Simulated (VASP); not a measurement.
Input of a VASP 6.6.1 run:

The input INCAR:

```
ALGO = Normal
EDIFF = 1E-7
ENCUT = 550
GGA = PS
ISIF = 2
ISMEAR = 0
LASPH = True
LCHARG = True
LELF = True
LREAL = False
LVHAR = True
LWAVE = False
NBANDS = 65
NELM = 100
PREC = Accurate
SIGMA = 0.1
```

The input KPOINTS:

```
k-points
0
Gamma
  5 5 5
```

File POSCAR:

```
GaGe3
5.985
    1.000005999231      0.000000000000      0.000000000000
   -0.500002999616      0.866030599265      0.000000000000
    0.000000000000      0.000000000000      0.841261821220
Ge Ga
6 2
Direct
    0.1635615050      0.3271230100      0.2500000000
    0.1635615050      0.8364384950      0.2500000000
    0.6728769900      0.8364384950      0.2500000000
    0.8364384950      0.6728769900      0.7500000000
    0.8364384950      0.1635615050      0.7500000000
    0.3271230100      0.1635615050      0.7500000000
    0.3333333333      0.6666666667      0.7500000000
    0.6666666667      0.3333333333      0.2500000000
```

Potentials or basis: VASP PAW PBE potentials, release 64 (Ge_d_GW, Ga_d_GW).

Run with:

```console
$ cat potpaw_PBE.64/Ge_d_GW/POTCAR potpaw_PBE.64/Ga_d_GW/POTCAR > POTCAR
$ mpirun -np 1 vasp_std > vasp.out
```

(1) Predict the largest force.

(2) Estimate the band gap on the k mesh.

Results:

(1) 0.170 eV/Å.

(2) none (metal or under the smearing width).

Caveat: the PAW data sets were made with another functional, which shifts forces and pressure a little.
